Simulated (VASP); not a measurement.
An input for Quantum ESPRESSO's pw.x (written as the equivalent of a VASP run, and not itself run):

```
&CONTROL
  calculation = 'vc-relax'
  pseudo_dir = './pseudo'
  outdir = './out'
  tprnfor = .true.
  tstress = .true.
  nstep = 40
  forc_conv_thr = 0.00078
/
&SYSTEM
  ibrav = 0
  nat = 2
  ntyp = 2
  ecutwfc = 84
  occupations = 'smearing'
  smearing = 'gaussian'
  degauss = 0.003675
  input_dft = 'pbesol'
/
&ELECTRONS
  conv_thr = 7.3e-08
  electron_maxstep = 100
/
&IONS
/
&CELL
/
ATOMIC_SPECIES
  Ba 137.327 Ba.upf
  O 15.999 O.upf
CELL_PARAMETERS angstrom
     3.3161004    0.0000000   -0.0000000
     0.0000000    3.3161004   -0.0000000
     0.0000000    0.0000000    3.3161004
ATOMIC_POSITIONS crystal
  Ba   0.0000000  0.0000000  0.0000000
  O    0.5000000  0.5000000  0.5000000
K_POINTS automatic
  8 8 8 0 0 0
```

Problem. Write the VASP files for the same calculation (PBEsol).

Solution. One answer among several that fit: 
**POSCAR**
```
BaO
1
    3.3161004145     0.0000000000    -0.0000000000
    0.0000000000     3.3161004145    -0.0000000000
    0.0000000000     0.0000000000     3.3161004145
Ba O
1 1
Direct
  0.0000000000   0.0000000000   0.0000000000
  0.5000000000   0.5000000000   0.5000000000
```

**KPOINTS**
```
K-points
0
gamma
8 8 8
```

### INCAR
```
SYSTEM=BaO
PREC=Accurate; ENCUT=620; LREAL=.FALSE.
LASPH=.TRUE.
EDIFF=1E-6; NELM=100; ALGO=Normal
LMAXMIX=4
ISMEAR=0; SIGMA=0.05
GGA=PS
IBRION=2; NSW=40; ISIF=3
EDIFFG=-0.02
LWAVE=.FALSE.; LCHARG=.FALSE.
```

POTCAR, in this order: Ba_sv O (PBE.64 set). Program: vasp_std.

What does not carry over: the potentials are each code's own (VASP's PAW set, PseudoDojo norm-conserving files in pw.x), so ENCUT and ecutwfc are chosen apart and not converted; conv_thr bounds pw.x's estimated SCF error, while EDIFF bounds the energy change between steps; forc_conv_thr acts on force components and is met together with etot_conv_thr.

The structure was generated: BaO was put into the CsCl type type (Pm-3m), which need not be its known phase. It was relaxed first, which changed the volume by -25 %.
